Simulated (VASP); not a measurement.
OSZICAR of a VASP run on SnSe$_{2}$ (1T layered):

OSZICAR:
```
       N       E                     dE             d eps       ncg     rms          rms(c)
DAV:   1     0.187798503137E+03    0.18780E+03   -0.11795E+04   578   0.155E+03
DAV:   2     0.865038236426E+01   -0.17915E+03   -0.17568E+03   619   0.361E+02
DAV:   3    -0.115074759768E+02   -0.20158E+02   -0.19699E+02   737   0.118E+02
DAV:   4    -0.121207299477E+02   -0.61325E+00   -0.61258E+00   681   0.220E+01
DAV:   5    -0.121362220475E+02   -0.15492E-01   -0.15490E-01   917   0.348E+00    0.465E+00
DAV:   6    -0.118768260137E+02    0.25940E+00   -0.64567E-01   848   0.870E+00    0.301E+00
DAV:   7    -0.118617426790E+02    0.15083E-01   -0.15493E-01   717   0.273E+00    0.976E-01
DAV:   8    -0.118616763775E+02    0.66302E-04   -0.12743E-02   719   0.112E+00    0.268E-01
DAV:   9    -0.118622463286E+02   -0.56995E-03   -0.14509E-03   664   0.330E-01    0.818E-02
DAV:  10    -0.118622672712E+02   -0.20943E-04   -0.12937E-04   863   0.882E-02    0.325E-02
DAV:  11    -0.118623044243E+02   -0.37153E-04   -0.59837E-05   601   0.485E-02    0.103E-02
DAV:  12    -0.118623043441E+02    0.80171E-07   -0.28525E-06   681   0.137E-02
   1 F= -.11862304E+02 E0= -.11862304E+02  d E =-.118623E+02
```

Task: Which electronic solver shows in the log?

Result: It is blocked Davidson (ALGO = Normal, or the opening steps of other solvers). The INCAR had ALGO = Normal.

Task: Can the final energy be trusted as converged?

Result: The run converged. It stopped with EDIFF = 1E-6, NELM = 100, NSW = 60 and EDIFFG = -0.02 after 1 ionic step (PBE GGA, plane waves, VASP's PBE PAW potentials (set 64)). Without a dispersion term in the relaxation, distances and binding between the weakly bound layers, chains or molecules are unreliable, and so is what depends on them.

The compound is SnSe2 in the 1T layered structure. It was relaxed first, which changed the volume by +16 %. The start is the result of an earlier pass.
